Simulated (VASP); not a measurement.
Hf2Pd2Se2Br2O3:

```
CELL_PARAMETERS angstrom
3.60000 0.00000 0.00000
-1.80000 3.11769 0.00000
0.00000 0.00000 17.50000
ATOMIC_POSITIONS crystal
Hf 0.66667 0.33333 0.93400
Hf 0.33333 0.66667 0.06600
Pd 0.00000 0.00000 0.29700
Pd 0.00000 0.00000 0.70300
Se 0.33333 0.66667 0.21500
Se 0.66667 0.33333 0.78500
Br 0.66667 0.33333 0.38800
Br 0.33333 0.66667 0.61200
O 0.33333 0.66667 0.90800
O 0.66667 0.33333 0.09200
O 0.00000 0.00000 0.00000
```

The cell was built by a generator and needn't be a form met in nature.

| Quantity | Value |
| --- | --- |
| Program | VASP 6.6.1 |
| Task | relaxation of cell and atoms |
| Functional | PBE |
| Potentials or basis | VASP PAW PBE potentials, release 64 (Hf_pv, Pd, Se, Br, O) |
| Cutoff | 520 eV |
| k mesh | 5 × 5 × 1 |
| Occupations | gaussian, width 0.15 eV |
| Spin | no spin polarisation |

At the start: pressure 4.2 GPa; volume 17.86 Å³/atom.

Problem. Where does the relaxation end?

Solution. Over 18 steps the energy falls by 86.5 meV/atom and the volume is 18.82 Å³/atom (+5.4 %); space group P-3m1 (No. 164, to 0.05 Å).

Step by step:
```tsv
step	energy change (eV)	largest force (eV/Å)	pressure (GPa)	volume (Å³)
1	0.0000	1.9717	4.21	196.41
2	-0.6007	1.1288	-2.70	210.07
3	-0.6039	1.0728	-3.28	211.21
4	-0.7498	0.6469	1.42	204.36
5	-0.7641	0.4428	0.13	205.92
6	-0.8032	0.3347	0.24	205.91
7	-0.8408	0.3401	0.39	205.91
8	-0.8570	0.3958	0.91	205.89
9	-0.8600	0.3285	0.62	205.89
10	-0.8891	0.2898	-0.10	207.38
11	-0.9087	0.3238	-1.64	210.45
12	-0.9242	0.2995	-1.34	209.86
13	-0.9322	0.2658	-0.92	209.21
14	-0.9324	0.2593	-0.79	209.06
15	-0.9404	0.2141	-0.33	208.18
16	-0.9461	0.1760	0.46	206.60
17	-0.9498	0.0924	0.23	206.79
18	-0.9513	0.0550	0.11	206.99
```

Final structure:
```
CELL_PARAMETERS angstrom
3.70317 0.00000 0.00000
-1.85159 3.20704 0.00000
0.00000 0.00000 17.42878
ATOMIC_POSITIONS crystal
Hf 0.66667 0.33333 0.93511
Hf 0.33333 0.66667 0.06489
Pd 0.00000 0.00000 0.29751
Pd 0.00000 0.00000 0.70249
Se 0.33333 0.66667 0.22104
Se 0.66667 0.33333 0.77896
Br 0.66667 0.33333 0.39065
Br 0.33333 0.66667 0.60935
O 0.33333 0.66667 0.92878
O 0.66667 0.33333 0.07122
O 0.00000 0.00000 0.00000
```

Caveat: the k mesh is coarse (spacing up to 0.40 Å⁻¹), so the values aren't converged; this functional lacks dispersion, which binds the layers, so the pressure and a relaxed spacing across them are unreliable.
